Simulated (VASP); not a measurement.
A convergence study with VASP on YN (space group P1): one setting is varied, all else stays as given below, so the limit is that of these other settings.

```xyz
2
Lattice="0.0000 2.4400 2.4400 2.4400 0.0000 2.4400 2.4400 2.4400 0.0000" Properties=species:S:1:pos:R:3 pbc="T T T"
Y      0.0316    -0.0163    -0.0369
N      2.4084     2.4563     2.4769
```

The numbers are results of PBE GGA, VASP's PBE PAW potentials (set 64) (plane waves; VASP), not measurements. The tightest run used: 700 eV cut-off, 18×18×18 Γ-centred mesh, Gaussian smearing of 0.050 eV, potentials Y_sv N.

The reference is 18×18×18 mesh, which took about 20 core-minutes. The timings are rough (shared machines, no repeats); factors under 2 mean little.

**Question.** Of the settings 1×1×1 mesh; 2×2×2 mesh; 3×3×3 mesh; 4×4×4 mesh; 5×5×5 mesh; 6×6×6 mesh; 7×7×7 mesh; 8×8×8 mesh; 9×9×9 mesh; 10×10×10 mesh; 11×11×11 mesh; 12×12×12 mesh; 13×13×13 mesh; 14×14×14 mesh; 15×15×15 mesh; 16×16×16 mesh; 17×17×17 mesh; 18×18×18 mesh, which is the lowest that keeps the difference from the reference in the stress, largest component (GPa) within 0.5 from there on, and what does it cost?

**Answer.** 4×4×4 mesh; its cost over the reference is about 1/60.
```json
[
 {"setting": "1×1×1 mesh", "difference in the stress, largest component (GPa)": "56.82", "cost over the reference": "about 1/70"},
 {"setting": "2×2×2 mesh", "difference in the stress, largest component (GPa)": "1.67", "cost over the reference": "about 1/100"},
 {"setting": "3×3×3 mesh", "difference in the stress, largest component (GPa)": "1.13", "cost over the reference": "about 1/70"},
 {"setting": "4×4×4 mesh", "difference in the stress, largest component (GPa)": "0.27", "cost over the reference": "about 1/60"},
 {"setting": "5×5×5 mesh", "difference in the stress, largest component (GPa)": "0.11", "cost over the reference": "about 1/20"},
 {"setting": "6×6×6 mesh", "difference in the stress, largest component (GPa)": "0.04", "cost over the reference": "about 1/10"},
 {"setting": "7×7×7 mesh", "difference in the stress, largest component (GPa)": "0.01", "cost over the reference": "about 1/10"},
 {"setting": "8×8×8 mesh", "difference in the stress, largest component (GPa)": "0.20", "cost over the reference": "about 1/8"},
 {"setting": "9×9×9 mesh", "difference in the stress, largest component (GPa)": "0.18", "cost over the reference": "about 1/6"},
 {"setting": "10×10×10 mesh", "difference in the stress, largest component (GPa)": "0.02", "cost over the reference": "about 1/4"},
 {"setting": "11×11×11 mesh", "difference in the stress, largest component (GPa)": "0.02", "cost over the reference": "about 1/3"},
 {"setting": "12×12×12 mesh", "difference in the stress, largest component (GPa)": "0.03", "cost over the reference": "about 1/2"},
 {"setting": "13×13×13 mesh", "difference in the stress, largest component (GPa)": "0.01", "cost over the reference": "about 1/2"},
 {"setting": "14×14×14 mesh", "difference in the stress, largest component (GPa)": "0.03", "cost over the reference": "about 1/2"},
 {"setting": "15×15×15 mesh", "difference in the stress, largest component (GPa)": "0.02", "cost over the reference": "within a factor of 2"},
 {"setting": "16×16×16 mesh", "difference in the stress, largest component (GPa)": "0.00", "cost over the reference": "within a factor of 2"},
 {"setting": "17×17×17 mesh", "difference in the stress, largest component (GPa)": "0.03", "cost over the reference": "within a factor of 2"},
 {"setting": "18×18×18 mesh", "difference in the stress, largest component (GPa)": "0.00", "cost over the reference": "reference"}
]
```

Left out are rungs that failed or repeat a setting and relaxations that didn't move; long series are thinned to 24 rows.

The structure was generated: YN was put into an ordered model structure, which need not be its known phase. The cell was not relaxed at this level, it is distorted from the ideal structure.
